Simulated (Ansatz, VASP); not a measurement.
## Al (Aluminum) in two plane-wave programs

One calculation is typed for both programs; each brings its own data sets. How far apart do they land? The cell is taken from a series of runs on this material, whose earlier steps may have relaxed, scaled, displaced or heated it; both programs get it as it stands.

Calculated with Ansatz 0.2.0; plane waves, with VASP 6.6.1 beside it; single point at LDA.

### Step 1. Starting point

It takes space group Fm-3m (No. 225, cubic). The conventional cell has a = 4.002 Å, b = 4.002 Å, c = 4.002 Å, α = 90.00°, β = 90.00°, γ = 90.00°. Nearest to Al lie 12 Al at 2.83 Å.

Coordinates:

```xyz
1
Lattice="0.0000 2.0010 2.0010 2.0010 0.0000 2.0010 2.0010 2.0010 0.0000" Properties=species:S:1:pos:R:3 pbc="T T T"
Al    0.0000    0.0000    0.0000
```

### Step 2. VASP: single point, LDA, pair 1

A single point gives forces, pressure and levels at one fixed geometry, so differences don't come from the geometry; what else differs is listed under the comparison.

Lines of VASP's logs that name or quote its potential files are left out, and so is its time.

File INCAR:

```
SYSTEM = Al
PREC = Accurate
ENCUT = 500
EDIFF = 1E-06
NELM = 120
ISMEAR = 1
SIGMA = 0.2
LREAL = .FALSE.
ALGO = Normal
GGA = CA
NBANDS = 7
LORBIT = 11
LWAVE = .FALSE.
LCHARG = .FALSE.
ISIF = 2
LASPH = .TRUE.
GGA_COMPAT = .FALSE.
```

File POSCAR:

```
Al
1.0
    0.0000000000      2.0009618363      2.0009618363
    2.0009618363      0.0000000000      2.0009618363
    2.0009618363      2.0009618363      0.0000000000
Al
1
Direct
    0.0000000000      0.0000000000      0.0000000000
```

File KPOINTS:

```
Automatic mesh
0
Gamma
20 20 20
0 0 0
```

PAW data sets: Al (LDA family, release 64).

The run is started by

```bash
$ mpirun -np 1 vasp_std
```

Numbers of over 12 decimals in the logs are rounded to 6 here.

Log:

```text
[banner, memory and clock lines left out]
running    1 mpi-ranks, on    1 nodes
 distrk:  each k-point on    1 cores,    1 groups
 distr:  one band on    1 cores,    1 groups

 POSCAR found type information on POSCAR Al
 POSCAR found :  1 types and       1 ions
 LDA part: xc-table for (Slater(with rela. corr.)+CA(PZ))
 , standard interpolation
 POSCAR, INCAR and KPOINTS ok, starting setup
 FFT: planning ... GRIDC
 FFT: planning ... GRID_SOFT
 FFT: planning ... GRID
 WAVECAR not read
 entering main loop
       N       E                     dE             d eps       ncg     rms          rms(c)
DAV:   1    -0.269954875951E+01   -0.26995E+01   -0.88463E+02  3696   0.230E+02
DAV:   2    -0.421143033758E+01   -0.15119E+01   -0.14503E+01  4753   0.218E+01
DAV:   3    -0.421997639014E+01   -0.85461E-02   -0.85413E-02  4921   0.179E+00
DAV:   4    -0.421998699402E+01   -0.10604E-04   -0.10604E-04  5348   0.585E-02
DAV:   5    -0.421998700396E+01   -0.99435E-08   -0.94043E-08  5047   0.110E-03    0.142E+00
DAV:   6    -0.420197301250E+01    0.18014E-01   -0.25019E-03  4634   0.226E-01    0.794E-01
DAV:   7    -0.419033687314E+01    0.11636E-01   -0.62544E-03  4487   0.352E-01    0.165E-01
DAV:   8    -0.419031262284E+01    0.24250E-04   -0.21501E-05  5551   0.344E-02    0.135E-02
DAV:   9    -0.419031241775E+01    0.20510E-06   -0.13053E-07  4872   0.186E-03
   1 F= -.41903124E+01 E0= -.41901766E+01  d E =-.407463E-03
```

From OUTCAR (step 2):

```text
ion  position               nearest neighbor table
   1  0.000  0.000  0.000-

  LATTYP: Found a face centered cubic cell.
 ALAT       =     4.0019236726

 Subroutine GETGRP returns: Found 48 space group operations
 (whereof 48 operations were pure point group operations)

The static configuration has the point symmetry O_h .

 Found    256 irreducible k-points:

   k-points           NKPTS =    256   k-points in BZ     NKDIM =    256   number of bands    NBANDS=      7

   dimension x,y,z NGX =    24 NGY =   24 NGZ =   24
   dimension x,y,z NGXF=    48 NGYF=   48 NGZF=   48

   ENCUT  =  500.0 eV  36.75 Ry    6.06 a.u.   5.16  5.16  5.16*2*pi/ulx,y,z

   NELECT =       3.0000    total number of electrons

 k-points in reciprocal lattice and weights: Automatic mesh
   0.00000000  0.00000000  0.00000000       0.000
   0.05000000  0.00000000  0.00000000       0.001
   0.10000000  0.00000000  0.00000000       0.001
   0.15000000  0.00000000  0.00000000       0.001
   0.20000000  0.00000000  0.00000000       0.001
   0.25000000  0.00000000  0.00000000       0.001
   0.30000000  0.00000000  0.00000000       0.001
   0.35000000  0.00000000  0.00000000       0.001
   0.40000000  0.00000000  0.00000000       0.001
[...]
-0.30000000  0.50000000  0.20000000       0.002
  -0.25000000  0.50000000  0.25000000       0.001

 average (electrostatic) potential at core
       1 -70.5538

 E-fermi :   8.1475

 k-point     1 :       0.0000    0.0000    0.0000
  band No.  band energies     occupation
      1      -3.2051      2.00000
      2      20.8288      0.00000
      3      20.8288      0.00000
      4      20.8288      0.00000
      5      22.3753      0.00000
      6      22.3753      0.00000
    ...

 k-point     2 :       0.0500    0.0000    0.0000
  band No.  band energies     occupation
      1      -3.1359      2.00000
      2      19.5294      0.00000
      3      20.5703      0.00000
      4      20.5703      0.00000
      5      22.7403      0.00000
      6      22.7403      0.00000
    ...

 k-point     3 :       0.1000    0.0000    0.0000
  band No.  band energies     occupation
      1      -2.9287      2.00000
      2      17.5344      0.00000
      3      20.1129      0.00000
      4      20.1129      0.00000
      5      23.0806      0.00000
      6      23.4984      0.00000
    ...

  Total       -0.1106364     -0.1106364     -0.1106364     -0.0000000     -0.0000000      0.0000000
  in kB      -11.0627321    -11.0627321    -11.0627321     -0.0000000     -0.0000000      0.0000000
  external PRESSURE =     -11.0627321 kB  Pullay stress =       0.0000000 kB

  energy-cutoff  :      500.00
  volume of cell :       16.02
      direct lattice vectors                 reciprocal lattice vectors
     0.000000000  2.000961836  2.000961836    -0.249879828  0.249879828  0.249879828
     2.000961836  0.000000000  2.000961836     0.249879828 -0.249879828  0.249879828
     2.000961836  2.000961836  0.000000000     0.249879828  0.249879828 -0.249879828

 POSITION                                       TOTAL-FORCE (eV/Angst)
 -----------------------------------------------------------------------------------
      0.00000      0.00000      0.00000         0.000000      0.000000     -0.000000
 -----------------------------------------------------------------------------------
    total drift:                               -0.000000      0.000000      0.000000

  FREE ENERGIE OF THE ION-ELECTRON SYSTEM (eV)
  ---------------------------------------------------
  free  energy   TOTEN  =        -4.1903124177 eV

  energy  without entropy=       -4.1899049545  energy(sigma->0) =       -4.19017660

 total charge
# of ion       s       p       d       tot
------------------------------------------
    1        0.440   0.356   0.000   0.796

[... 3 further parts left out ...]
```

This run has no spin polarisation. Its electron count is odd, so without a moment it is a metal by construction.

### Step 3. Ansatz: single point, LDA, pair 1

Ansatz runs on its PAW soft_1 files.

The same cell, functional (in two slightly different forms), mesh and smearing now go to Ansatz, which takes its cutoff from its data sets.

File input.yaml:

```yaml
crystal:
  lattice:
    - [0.0, 2.0009618363, 2.0009618363]
    - [2.0009618363, 0.0, 2.0009618363]
    - [2.0009618363, 2.0009618363, 0.0]
  atoms:
    - { symbol: Al, position: [0.0, 0.0, 0.0] }
kpoints:
  mp_grid: { grid: [20, 20, 20] }
hamiltonian:
  xc: lda
  pseudopotentials: { kind: paw, azcp: { folder: soft_1 }, xc_functional: pbe }
scf:
  occupations: { method: methfessel_paxton, width: 0.2 }
  lower_state_search: "off"
output:
  forces: true
  stress: true
  eigenvalues: true
```

The run is started by

```bash
$ ansatz run input.yaml --threads 8 --pin off --max-ram 16384MiB --backend cpu --events-out ev --progress --plain --runs-dir out
```

Log:

```text
Engine: ansatz 0.2.0, aarch64-unknown-linux-gnu
Pseudopotentials: kind: paw
Pseudopotential: Al, paw, valence charge 3, recommended cutoff 420 eV (normal), soft_1/Al.paw.azcp
Functional definition: SPW92
  exchange = slater_x
  correlation = pw_c
Crystal: 1 atoms, lattice volume = 16.023 Å³
Basis set: ecut = 420 eV, 331 PW (Γ)
Bands: 6, of which v1, the nominal top of the filled ones, is band 2 counted from 1 (1 counted from 0)
Symmetry: 48 space group operations
Space group: Fm-3m (ITA 225), of the structure as read, at distance tolerance 2.5e-5 Å
k-points: 256 of 8000
Non-local potential: Al, projectors of the file, l = 0: 2, l = 1: 2, l = 2: 1
PAW form: soft (Blöchl's): semilocal exchange-correlation on the pseudo side does not see the compensation charge
PAW frozen core: Al, regenerated for the run's functional, and the local potential with it (the file was generated under x = pbe(κ = 0.804, μ = 0.219515), c = pbe(β = 0.066725))
PAW one-centre angular grid: Al, 110 points (default); XC on 64 Gauss nodes
Initial density: superposition of atomic densities (chi_scale 0.1, normalization cell)
Initial wavefunctions: pseudopotential atomic-orbital guess
Functional: x = slater, c = lda
SCF iter   1: F=—  HF=-512.929866 eV  |F-HF|=—  |Δ(HF+E_count)|=         —  Δρ=2.10e-2  dr2=7.35e-2  ethr=3.10e-3  ⟨swp⟩=4.4  Hψ=12776  notcnv=0
preconditioner: auto → none  [metal: Δε(μ)=0.023 eV  Ē_g=13.378 eV  σ=0.200 eV  W_gap=0.10  n_scr=0 (ndim 8)  ℏωp=16.1 eV  f_vac=0.000  D(μ)=0.44/eV (n_scr^D=0)]
SCF iter   2: F=—  HF=-512.888221 eV  |F-HF|=—  |Δ(HF+E_count)|=   4.16e-2  S|Δr|=    0.00e0  Δρ=9.98e-3  dr2=1.64e-2  ethr=2.45e-3  ⟨swp⟩=1.0  Hψ=3584  notcnv=0
SCF iter   3: F=—  HF=-512.875963 eV  |F-HF|=—  |Δ(HF+E_count)|=   1.23e-2  S|Δr|=    0.00e0  Δρ=1.71e-4  dr2=4.19e-6  ethr=5.47e-4  ⟨swp⟩=1.0  Hψ=1430  notcnv=0
SCF iter   4: F=—  HF=-512.875963 eV  |F-HF|=—  |Δ(HF+E_count)|=   5.98e-9  S|Δr|=    0.00e0  Δρ=1.30e-5  dr2=1.49e-8  ethr=3.33e-9  ⟨swp⟩=7.1  Hψ=8997  notcnv=0
SCF iter   5: F=-512.875963 eV  HF=-512.875963 eV  |F-HF|=2.66e-11  |Δ(HF+E_count)|=   1.17e-8  S|Δr|=    0.00e0  Δρ=7.95e-7  dr2=7.93e-11  ethr=4.97e-10  ⟨swp⟩=1.2  Hψ=4034  notcnv=0
SCF 1 converged in 5 iterations: F = -512.875963 eV  dr2 = 7.93e-11
  greatest PAW one-centre occupation: 0.457 electrons in one spin orbital (limit 2), on the Al atom at site 0 (counted from 0), in its partial waves of l = 0
SCF converged after 5 iterations
Stability not checked: this state was not tested for a lower state beside it, because cold or Methfessel-Paxton smearing, or corrected tetrahedra, fill the levels in a way that the test cannot read (fill_not_monotonic; see scf.lower_state_search)
Free energy (F): -512.875963 eV
Harris-Foulkes:  -512.875963 eV  (|F-HF|=2.66e-11)
Internal energy: -512.875559 eV  (E = F + TS)
E sigma→0 (E₀):  -512.875862 eV
Entropy (-TS):   -0.000404 eV (-0.404 meV/atom)
Fermi energy:    8.080768 eV
--- Per-component energies (eV) ---
  E_band       = 10.642862
  E_kinetic    = 22.998241
  E_local      = 10.344815  (includes V_loc(G=0)·N_el)
  E_nonlocal   = 10.697388
  E_hartree    = 0.099714
  E_xc         = -37.598398
  E_vxc        = -29.745089  (∫ρ·V_xc dr)
  E_paw        = -445.235794  (= ΣΔE_a)
  E_vpaw       = -3.851917  (= ΣTr[D̂ρ^β])
  E_aug_tail   = -0.000006  (compensation charges beyond the density's cutoff)
  E_ewald      = -74.237235
  E_core_change = 0.055717  (= ΣΔE_core)
  E_smearing   = -0.000404  (= −TS)
  E_closure    = -0.000000  (closes the sum)
  Σ components = -512.875963   (vs F -512.875963, Δ=0.00e0)
--- Forces (eV/Å), atoms counted from 1 ---
  atom   1  Al    -0.00000000     0.00000000    -0.00000000
  max |Σ_I F_I| component: 6.16e-33 eV/Å
--- Stress (GPa, compression-positive) ---
       -1.187145      -0.000000      -0.000000
       -0.000000      -1.187145      -0.000000
       -0.000000      -0.000000      -1.187145
  P = ⅓ Tr σ = -1.1871 GPa (-11.871 kbar)
--- Band table (eV; the first three rows and the last of 256) ---
  k-point 0: bands = ["-3.2639", "20.6601", "20.6601", "20.6601", "22.3143", "22.3143"]
  k-point 1: bands = ["-3.1948", "19.4061", "20.4218", "20.4218", "22.6574", "22.6574"]
  k-point 2: bands = ["-2.9877", "17.4354", "19.9856", "19.9856", "23.0002", "23.3894"]
  k-point 255: bands = ["7.1714", "7.1714", "8.1901", "9.1898", "23.9657", "23.9657"]
```

Reading the cycles: dr2 is the Hartree energy of the density residual (eV), the measure of convergence; HF is the Harris–Foulkes estimate of the energy, which meets the free energy F at convergence.

The run ends at a pressure of -1.19 GPa.

### Step 4. Side by side

Known differences besides the potentials themselves: the two LDA forms differ slightly; the cutoff is 420 eV in Ansatz and 500 eV in VASP; VASP's log shows a relativistic correction to its local exchange, Ansatz's none. Total energies have different zeros and are not compared.

Compared:

| quantity | Ansatz | VASP | difference |
| --- | --- | --- | --- |
| pressure (GPa) | -1.19 | -1.11 | -0.08 |

### Step 5. VASP: single point, LDA, pair 2

With cell and atoms fixed, the geometry can't cause a difference; cores, projectors, grids and the points listed under the comparison can. The cell compared in this pair holds 15.55 Å³, against 16.02 Å³ for the pair before.

INCAR is that of step 2.

File POSCAR:

```
Al
1.0
    0.0000000000      1.9810504473      1.9810504473
    1.9810504473      0.0000000000      1.9810504473
    1.9810504473      1.9810504473      0.0000000000
Al
1
Direct
    0.0000000000      0.0000000000      0.0000000000
```

KPOINTS is that of step 2.

The run is started by

```bash
$ mpirun -np 1 vasp_std
```

Log:

```text
[... set-up lines as in an earlier step ...]
 entering main loop
       N       E                     dE             d eps       ncg     rms          rms(c)
DAV:   1    -0.271374795696E+01   -0.27137E+01   -0.92162E+02  3675   0.234E+02
DAV:   2    -0.421185830172E+01   -0.14981E+01   -0.14300E+01  4837   0.217E+01
DAV:   3    -0.422040236130E+01   -0.85441E-02   -0.85371E-02  4886   0.180E+00
DAV:   4    -0.422041543866E+01   -0.13077E-04   -0.13077E-04  5488   0.647E-02
DAV:   5    -0.422041544815E+01   -0.94953E-08   -0.95512E-08  4893   0.107E-03    0.148E+00
DAV:   6    -0.420195882387E+01    0.18457E-01   -0.22990E-03  4823   0.218E-01    0.827E-01
DAV:   7    -0.418999203570E+01    0.11967E-01   -0.57806E-03  4410   0.340E-01    0.172E-01
DAV:   8    -0.418996713336E+01    0.24902E-04   -0.21617E-05  5705   0.340E-02    0.148E-02
DAV:   9    -0.418996691030E+01    0.22306E-06   -0.12532E-07  4774   0.184E-03
   1 F= -.41899669E+01 E0= -.41898764E+01  d E =-.271620E-03
```

From OUTCAR (step 5):

```text
  Total        0.1357505      0.1357505      0.1357505      0.0000000     -0.0000000      0.0000000
  in kB       13.9873543     13.9873543     13.9873543      0.0000000     -0.0000000      0.0000000
  external PRESSURE =      13.9873543 kB  Pullay stress =       0.0000000 kB

 POSITION                                       TOTAL-FORCE (eV/Angst)
 -----------------------------------------------------------------------------------
      0.00000      0.00000      0.00000        -0.000000      0.000000     -0.000000
 -----------------------------------------------------------------------------------
    total drift:                                0.000000      0.000000     -0.000000

  FREE ENERGIE OF THE ION-ELECTRON SYSTEM (eV)
  ---------------------------------------------------
  free  energy   TOTEN  =        -4.1899669103 eV

  energy  without entropy=       -4.1896952907  energy(sigma->0) =       -4.18987637

[... 1 part as in an earlier step ...]

[... 2 further parts left out ...]
[key lines of the parts left out:]
E-fermi :   8.4716
```

The run ends at a pressure of 1.40 GPa.

(Continued in part 2 of 2.)

[Lines on the potential files, build, host, timing and source positions are cut from VASP's logs without a mark.]

[Logs are printed without paths, hosts, clocks, repeated set-up lines and the standing remarks that a program may print on its own settings, such as how far it seeks lower states.]

[Hosts, paths, dates, database ids (printed as entryN), source tags and the programs' standing remarks are cut or masked in the printed files.]
